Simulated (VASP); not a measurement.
VASP ran on this input.

### INCAR
```
GGA = PE   # PBE
LREAL = .FALSE.   # projection in real space or not
SYSTEM = Y
LASPH = .TRUE.
PREC = Accurate
EDIFF = 1E-7   # SCF stop (eV)
ISIF = 3   # ions, shape and volume
EDIFFG = -0.01
ENCUT = 480
ISMEAR = 1   # Methfessel-Paxton
LWAVE = .FALSE.
SIGMA = 0.1   # width (eV)
IBRION = 2
NELM = 100   # most electronic steps
ALGO = Normal   # blocked Davidson
LMAXMIX = 4   # l cut-off of mixed one-centre charges
LCHARG = .FALSE.
NSW = 40
PSTRESS = 200   # kbar
```

KPOINTS:
```
Regular mesh
0
G
  10 10 6
```

File POSCAR:
```
Y
1
    1.8283887461    -3.1668624820    -0.0000000000
    1.8283887461     3.1668624820     0.0000000000
   -0.0000000000    -0.0000000000     5.6438095355
Y
2
Direct
  0.3333330000   0.6666670000   0.2500000000
  0.6666670000   0.3333330000   0.7500000000
```

POTCAR, in this order: Y_sv (PBE.64 set). Program: vasp_std.

Problem. Write an equivalent input for Ansatz.

Solution. One equivalent input (not run):
Ansatz 0.2 input:
```yaml
crystal:
  lattice:
    - [1.8283887, -3.1668625, 0.0000000]
    - [1.8283887, 3.1668625, 0.0000000]
    - [0.0000000, 0.0000000, 5.6438095]
  atoms:
    - { symbol: Y, position: [0.3333330, 0.6666670, 0.2500000] }
    - { symbol: Y, position: [0.6666670, 0.3333330, 0.7500000] }
kpoints:
  mp_grid: { grid: [10, 10, 6] }
hamiltonian:
  xc: pbe
  pseudopotentials: { kind: paw }
scf:
  occupations: { method: methfessel_paxton, width: 0.1 }
  max_iter: 100
relax:
  max_steps: 40
  f_tol: 0.01
  cell: { p_target: 20 }
output: { forces: true, stress: true, eigenvalues: true }
```
The two are equivalent in intent, not identical: each code has its own PAW files, so the cut-off isn't converted (ENCUT is set for VASP's; basis.ecutwfc is left out, and Ansatz then takes the one that its files recommend); Ansatz stops its SCF on the density residual and VASP on the energy change (EDIFF).

The compound is Y in the hcp structure. This run relaxes it under an external pressure of 20 GPa. Symmetry was kept, so distortions that lower it aren't found.
